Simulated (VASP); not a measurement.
Level of theory: PBE GGA, VASP's PBE PAW potentials (set 64) (plane waves; VASP).

The input files of a VASP run:

File KPOINTS:
```
kpoints
0
Gamma
 9 9 5
0 0 0
```

POSCAR:
```
BN
1
    1.3005000000    -2.2525320000     0.0000000000
    1.3005000000     2.2525320000     0.0000000000
    0.0000000000     0.0000000000     4.3044000000
B N
2 2
Direct
  0.6666670000   0.3333330000   0.5000000000
  0.3333330000   0.6666670000   0.0000000000
  0.6666670000   0.3333330000   0.8750000000
  0.3333330000   0.6666670000   0.3750000000
```

INCAR:
```
SYSTEM = BN
PREC = Accurate; ENCUT = 520; LREAL = .False.
LASPH = .True.
EDIFF = 1E-6; NELM = 100; ALGO = Normal
ISMEAR = 0; SIGMA = 0.05
GGA = PE
ISIF = 2
LWAVE = .False.; LCHARG = .False.
```

POTCAR, in this order: B N (PBE.64 set). Program: vasp_std.

Output of the run:

OSZICAR:
```
       N       E                     dE             d eps       ncg     rms          rms(c)
DAV:   1     0.479584403151E+02    0.47958E+02   -0.85848E+03   864   0.129E+03
DAV:   2    -0.339432356587E+02   -0.81902E+02   -0.76719E+02  1244   0.265E+02
DAV:   3    -0.364932978796E+02   -0.25501E+01   -0.25413E+01  1148   0.464E+01
DAV:   4    -0.365093345010E+02   -0.16037E-01   -0.16025E-01  1076   0.388E+00
DAV:   5    -0.365095555973E+02   -0.22110E-03   -0.22103E-03  1132   0.416E-01    0.900E+00
DAV:   6    -0.348849044870E+02    0.16247E+01   -0.48609E+00  1112   0.179E+01    0.425E+00
DAV:   7    -0.347814511327E+02    0.10345E+00   -0.18434E-01  1020   0.426E+00    0.261E+00
DAV:   8    -0.347562138746E+02    0.25237E-01   -0.69262E-02   968   0.241E+00    0.222E-01
DAV:   9    -0.347553247091E+02    0.88917E-03   -0.21413E-03  1116   0.478E-01    0.110E-01
DAV:  10    -0.347555771949E+02   -0.25249E-03   -0.46336E-04  1020   0.206E-01    0.281E-02
DAV:  11    -0.347555826898E+02   -0.54950E-05   -0.81022E-05  1088   0.771E-02    0.129E-02
DAV:  12    -0.347555839200E+02   -0.12302E-05   -0.10598E-05  1084   0.320E-02    0.238E-03
DAV:  13    -0.347555840996E+02   -0.17958E-06   -0.28360E-07   612   0.604E-03
   1 F= -.34755584E+02 E0= -.34755584E+02  d E =-.226422E-16
```

OUTCAR:
```
------------------------ aborting loop because EDIFF is reached ----------------------------------------
  FORCE on cell =-STRESS in cart. coord.  units (eV):
  Direction    XX          YY          ZZ          XY          YZ          ZX
  --------------------------------------------------------------------------------------
  Total       -2.8415401     -2.8415399     -2.9616184      0.0000000      0.0000000      0.0000000
  in kB     -180.5262801   -180.5262681   -188.1549865      0.0000000      0.0000000      0.0000000
  external PRESSURE =    -183.0691782 kB  Pullay stress =       0.0000000 kB
  volume of cell :       25.22
      direct lattice vectors                 reciprocal lattice vectors
     1.300500000 -2.252532000  0.000000000     0.384467512 -0.221972429  0.000000000
     1.300500000  2.252532000  0.000000000     0.384467512  0.221972429  0.000000000
     0.000000000  0.000000000  4.304400000     0.000000000  0.000000000  0.232320416
  FREE ENERGIE OF THE ION-ELECTRON SYSTEM (eV)
  ---------------------------------------------------
  free  energy   TOTEN  =       -34.7555840996 eV

  energy  without entropy=      -34.7555840996  energy(sigma->0) =      -34.75558410
```
(Selected blocks of OUTCAR.)

### OUTCAR
```
 val. band max:        6.7560029731   @ k =   0.0000   0.0000   0.0000

 cond. band min:      12.0632138918   @ k =   0.3333   0.3333   0.0000


 Fermi energy:         7.0273056853

 k-point     1 :       0.0000    0.0000    0.0000
  band No.  band energies     occupation
      1     -12.9065      2.00000
      2      -9.0565      2.00000
      3      -3.5463      2.00000
      4       4.7761      2.00000
      5       4.7762      2.00000
      6       6.5345      2.00000
      7       6.7559      2.00000
      8       6.7560      2.00000
      9      14.8812      0.00000
     10      14.8812      0.00000
     11      14.9356      0.00000
     12      15.5260      0.00000

 k-point     2 :       0.1111   -0.0000    0.0000
  band No.  band energies     occupation
      1     -12.6522      2.00000
      2      -8.8651      2.00000
      3      -3.2927      2.00000
      4       3.6479      2.00000
      5       4.3325      2.00000
      6       5.8026      2.00000
      7       6.2867      2.00000
      8       6.4951      2.00000
      9      14.4498      0.00000
     10      15.3270      0.00000
     11      15.3643      0.00000
     12      16.3604      0.00000

 k-point     3 :       0.2222   -0.0000    0.0000
  band No.  band energies     occupation
      1     -11.9068      2.00000
      2      -8.3470      2.00000
      3      -2.5518      2.00000
      4       1.2683      2.00000
      5       3.4262      2.00000
      6       3.7047      2.00000
      7       5.5398      2.00000
      8       5.8558      2.00000
      9      13.9140      0.00000
     10      15.7701      0.00000
     11      16.3125      0.00000
     12      16.9935      0.00000

 k-point     4 :       0.3333    0.0000    0.0000
  band No.  band energies     occupation
      1     -10.7424      2.00000
      2      -7.7541      2.00000
      3      -1.4091      2.00000
      4      -1.0280      2.00000
      5       1.4451      2.00000
      6       2.6115      2.00000
...
```

The compound is BN in the wurtzite structure, a metastable high-pressure form. The cell was not relaxed at this level.
